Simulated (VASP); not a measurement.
A convergence study with VASP on WSe₂ (atoms displaced from the space group 194 structure): a few settings are varied, all else stays as given below, so the limit is that of these other settings. The cell's lengths are 1 % over those of the tabulated start and one atom is moved, so it is off equilibrium.

```
CELL_PARAMETERS angstrom
      1.65640    -2.86897     0.00000
      1.65640     2.86897     0.00000
      0.00000     0.00000    13.08960
ATOMIC_POSITIONS crystal
  W  0.33333 0.66667 0.25000
  W  0.66667 0.33333 0.75000
  Se 0.33333 0.66667 0.87900
  Se 0.66667 0.33333 0.37900
  Se 0.66667 0.33333 0.12100
  Se 0.35163 0.68496 0.62100
```

Method: LDA (Ceperley-Alder, Perdew-Zunger), VASP's LDA PAW potentials (set 64) (plane waves; VASP). The last row used: 900 eV cut-off, 7×7×2 Γ-centred mesh, Gaussian smearing of 0.050 eV, potentials W_sv Se_GW.

Energies of different potentials or hybrids have different zeros.

```
setting                         E (eV/atom)  pressure (GPa)  largest force (eV/Å)  plane waves
------------------------------  -----------  --------------  --------------------  -----------
ENCUT = 520, POTCAR W_sv Se         -8.0605           -6.26                 0.786         3385
ENCUT = 700, POTCAR W_sv Se         -8.0606           -6.25                 0.787         5271
ENCUT = 900, POTCAR W_sv Se         -8.0606           -6.25                 0.787         7649
ENCUT = 300, POTCAR W Se            -8.0820           -7.16                 0.856         1489
ENCUT = 400, POTCAR W Se            -8.0838           -6.99                 0.856         2310
ENCUT = 520, POTCAR W Se            -8.0842           -6.97                 0.856         3385
ENCUT = 700, POTCAR W Se            -8.0845           -6.96                 0.857         5271
ENCUT = 900, POTCAR W Se            -8.0844           -6.96                 0.857         7649
ENCUT = 300, POTCAR W_sv Se_GW      -8.0633           -6.53                 0.787         1489
ENCUT = 400, POTCAR W_sv Se_GW            ?               ?                 0.789         2310
ENCUT = 520, POTCAR W_sv Se_GW      -8.0633           -6.30                 0.789         3385
ENCUT = 700, POTCAR W_sv Se_GW      -8.0634           -6.30                 0.790         5271
ENCUT = 900, POTCAR W_sv Se_GW      -8.0634           -6.29                 0.790         7649
```

Q: Complete the blanks.

A: 
- ENCUT = 400, POTCAR W_sv Se_GW, E (eV/atom): -8.0632
- ENCUT = 400, POTCAR W_sv Se_GW, pressure (GPa): -6.33

Left out are rungs that failed or repeat a setting and relaxations that didn't move; long series are thinned to 24 rows.

The compound is WSe2 in the 2H layered structure. The cell was not relaxed at this level, it is distorted from the ideal structure.
